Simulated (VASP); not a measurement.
Wanted: the native input for a VASP 6.6.1 run.

```yaml
Task: single point
Functional: PBE
Potentials_or_basis: VASP PAW PBE potentials, release 64 (Ce, Mn_pv, S)
Cutoff: 520 eV
k_mesh: 5 × 5 × 5
Occupations: fermi-dirac, width 0.0317 eV
Spin: no spin polarisation
Dipole_correction: no
Further_INCAR_settings: ALGO = Normal; EDIFF = 1e-06; NBANDS = 36
```

The structure of Ce2MnS3 lies in POSCAR:

```
Ce2MnS3
1.0
    0.0000000000      3.7989626400      0.0000000000
    4.1358353000      0.0000000000      0.0000000000
    2.0679176500      1.8994818200     -6.8711651100
Ce Mn S
2 1 3
Direct
    0.3533200000      0.3533200000      0.2933600000
    0.6466800000      0.6466800000      0.7066400000
    0.0000000000      0.0000000000      0.0000000000
    0.0000000000      0.5000000000      0.0000000000
    0.1638000000      0.1638000000      0.6724000000
    0.8362000000      0.8362000000      0.3276000000
```

The cell was built by a generator and needn't be a form met in nature.

These files were run (other wordings do the same):

INCAR

```
SYSTEM = Ce2MnS3
PREC = Accurate
ENCUT = 520
EDIFF = 1E-6
ISMEAR = -1
SIGMA = 0.0317
LREAL = .FALSE.
LASPH = .TRUE.
NELM = 100
ALGO = Normal
ISIF = 2
LWAVE = .FALSE.
LCHARG = .FALSE.
GGA = PE
NBANDS = 36
```

KPOINTS

```
Automatic mesh
0
G
  5 5 5
  0 0 0
```

Potentials or basis: VASP PAW PBE potentials, release 64 (Ce, Mn_pv, S).

The run is started by

```sh
$ cat potpaw_PBE.64/Ce/POTCAR potpaw_PBE.64/Mn_pv/POTCAR potpaw_PBE.64/S/POTCAR > POTCAR
$ mpirun -np 1 vasp_std > vasp.out
```

It gave:

The pressure is 12.3 GPa and the largest force is 1.287 eV/Å. The band gap on the k mesh is none (metal or under the smearing width).

Caveat: the run has no spin polarisation, though such a crystal can be magnetic; without U or exact exchange the open f shell lies at the Fermi level, which spoils levels, moments and volumes; forces of over 1 eV/Å show positions far from the minimum, so gaps and moduli don't describe the material at rest.

Wall time 2.3 min on 1 thread of AMD EPYC 7R13 Processor (Zen 3) (shared host), peak memory 0.25 GiB.
